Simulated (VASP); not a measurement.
Level of theory: PBE GGA, VASP's PBE PAW potentials (set 64) (plane waves; VASP).

VASP ran on this input.

POSCAR:
```
AsSi63
1
   10.9370747000     0.0000000000     0.0000000000
    0.0000000000    10.9370747000     0.0000000000
   -0.0000000000    -0.0000000000    10.9370747000
Si As
63 1
Direct
  0.5000000000   0.0000000000   0.0000000000
  0.6250000000   0.1250000000   0.1250000000
  0.7500000000   0.2500000000   0.0000000000
  0.8750000000   0.3750000000   0.1250000000
  0.7500000000   0.0000000000   0.2500000000
  0.8750000000   0.1250000000   0.3750000000
  0.0000000000   0.0000000000   0.0000000000
  0.1250000000   0.1250000000   0.1250000000
  0.2500000000   0.2500000000   0.0000000000
  0.3750000000   0.3750000000   0.1250000000
  0.5000000000   0.5000000000   0.0000000000
  0.6250000000   0.6250000000   0.1250000000
  0.7500000000   0.7500000000   0.0000000000
  0.8750000000   0.8750000000   0.1250000000
  0.2500000000   0.0000000000   0.2500000000
  0.3750000000   0.1250000000   0.3750000000
  0.5000000000   0.2500000000   0.2500000000
  0.6254290000   0.3793020000   0.3786580000
  0.7500000000   0.5000000000   0.2500000000
  0.8750000000   0.6250000000   0.3750000000
  0.5000000000   0.0000000000   0.5000000000
  0.6250000000   0.1250000000   0.6250000000
  0.7500000000   0.2500000000   0.5000000000
  0.8750000000   0.3750000000   0.6250000000
  0.7500000000   0.0000000000   0.7500000000
  0.8750000000   0.1250000000   0.8750000000
  0.0000000000   0.5000000000   0.0000000000
  0.1250000000   0.6250000000   0.1250000000
  0.2500000000   0.7500000000   0.0000000000
  0.3750000000   0.8750000000   0.1250000000
  0.0000000000   0.2500000000   0.2500000000
  0.1250000000   0.3750000000   0.3750000000
  0.2500000000   0.5000000000   0.2500000000
  0.3759740000   0.6267570000   0.3753710000
  0.5000000000   0.7500000000   0.2500000000
  0.6250000000   0.8750000000   0.3750000000
  0.0000000000   0.0000000000   0.5000000000
  0.1250000000   0.1250000000   0.6250000000
  0.2500000000   0.2500000000   0.5000000000
  0.3761170000   0.3793120000   0.6265250000
  0.6228090000   0.6212300000   0.6266010000
  0.7500000000   0.7500000000   0.5000000000
  0.8750000000   0.8750000000   0.6250000000
  0.2500000000   0.0000000000   0.7500000000
  0.3750000000   0.1250000000   0.8750000000
  0.5000000000   0.2500000000   0.7500000000
  0.6250000000   0.3750000000   0.8750000000
  0.7500000000   0.5000000000   0.7500000000
  0.8750000000   0.6250000000   0.8750000000
  0.0000000000   0.7500000000   0.2500000000
  0.1250000000   0.8750000000   0.3750000000
  0.0000000000   0.5000000000   0.5000000000
  0.1250000000   0.6250000000   0.6250000000
  0.2500000000   0.7500000000   0.5000000000
  0.3750000000   0.8750000000   0.6250000000
  0.0000000000   0.2500000000   0.7500000000
  0.1250000000   0.3750000000   0.8750000000
  0.2500000000   0.5000000000   0.7500000000
  0.3750000000   0.6250000000   0.8750000000
  0.5000000000   0.7500000000   0.7500000000
  0.6250000000   0.8750000000   0.8750000000
  0.0000000000   0.7500000000   0.7500000000
  0.1250000000   0.8750000000   0.8750000000
  0.4995110000   0.4974630000   0.5035510000
```

**INCAR**
```
SYSTEM = AsSi63
PREC = Normal
ENCUT = 400
EDIFF = 1E-5
NELM = 100
ALGO = Fast
LREAL = Auto
LASPH = .TRUE.
ISMEAR = 0
SIGMA = 0.05
GGA = PE
LMAXMIX = 4
LWAVE = .TRUE.
LCHARG = .FALSE.
NELMIN = 4
ISYM = 0
NELECT = 258.0
IBRION = 2
ISIF = 2
NSW = 60
EDIFFG = -0.03
```

KPOINTS:
```
Automatic mesh
0
Gamma
1 1 1
0 0 0
```

POTCAR, in this order: Si As (PBE.64 set). Program: vasp_gam.

The cell is charged, with a uniform compensating background. The supercell is sampled at Γ alone, which is coarse: total energies, pressure and levels can be off, energies of defects by several tenths of an eV.

**Question.** Predict the energy per atom (σ→0).

**Answer.** 
```json
{
 "energy per atom (σ→0)": "-5210 meV/atom"
}
```

File OSZICAR:
```
...
RMM:   4    -0.333410933315E+03   -0.10436E-06   -0.94666E-07   124   0.247E-03
   9 F= -.33341093E+03 E0= -.33341093E+03  d E =-.870496E-02
       N       E                     dE             d eps       ncg     rms          rms(c)
DAV:   1    -0.333412118021E+03   -0.11848E-02   -0.42100E-02   336   0.387E-01    0.103E-01
RMM:   2    -0.333412338356E+03   -0.22033E-03   -0.24927E-03   324   0.109E-01    0.401E-02
RMM:   3    -0.333412367628E+03   -0.29272E-04   -0.42626E-04   330   0.497E-02    0.193E-02
RMM:   4    -0.333412370220E+03   -0.25918E-05   -0.69187E-05   316   0.216E-02
  10 F= -.33341237E+03 E0= -.33341236E+03  d E =-.143690E-02
```

The cell is a supercell with a defect, built from Si (diamond): As_Si, charge -1. The run is not spin-polarised, so no state with unpaired spins was tried.
